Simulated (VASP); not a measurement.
Wanted: the native input for a VASP 6.6.1 run.

```yaml
Task: single point
Functional: r2SCAN
Potentials_or_basis: VASP PAW PBE potentials, release 64 (Ga_d, Sn_d, O)
Cutoff: 520 eV
k_mesh: 10 × 10 × 6
Occupations: gaussian, width 0.1 eV
Spin: no spin polarisation
Further_INCAR_settings: ALGO = Normal; EDIFF = 1e-06
```

The structure of Ga2SnO lies in POSCAR:

```
Ga2SnO
1.0
    3.0871200000      0.0000000000      0.0000000000
    0.0000000000      3.0871200000      0.0000000000
    0.0000000000      0.0000000000      8.2192300000
Ga Sn O
2 1 1
Direct
    0.5000000000      0.0000000000      0.6684860000
    0.0000000000      0.5000000000      0.3315140000
    0.0000000000      0.0000000000      0.0000000000
    0.5000000000      0.5000000000      0.5000000000
```

The cell was built by a generator and needn't be a form met in nature.

The input as run:

INCAR

```
ALGO = Normal
EDIFF = 1E-6
ENCUT = 520
ISIF = 2
ISMEAR = 0
KPAR = 2
LASPH = T
LCHARG = F
LMIXTAU = T
LREAL = F
LWAVE = F
METAGGA = R2SCAN
NELM = 150
PREC = Accurate
SIGMA = 0.1
```

KPOINTS

```
k-points
0
Gamma
  10 10 6
```

Potentials or basis: VASP PAW PBE potentials, release 64 (Ga_d, Sn_d, O).

Command:

```console
$ cat potpaw_PBE.64/Ga_d/POTCAR potpaw_PBE.64/Sn_d/POTCAR potpaw_PBE.64/O/POTCAR > POTCAR
$ mpirun -np 2 vasp_std > vasp.out
```

It gave:

```json
{
 "Pressure": "-3.0 GPa",
 "Largest force": "0.348 eV/Å",
 "Band gap on the k mesh": "none (metal or under the smearing width)"
}
```

Caveat: the PAW data sets were made with another functional, which shifts forces and pressure a little.

It took 4.3 min on 2 MPI ranks on AMD EPYC 9R45 96-Core Processor (Zen 5), with other jobs on the host, peak memory 0.29 GiB a rank.
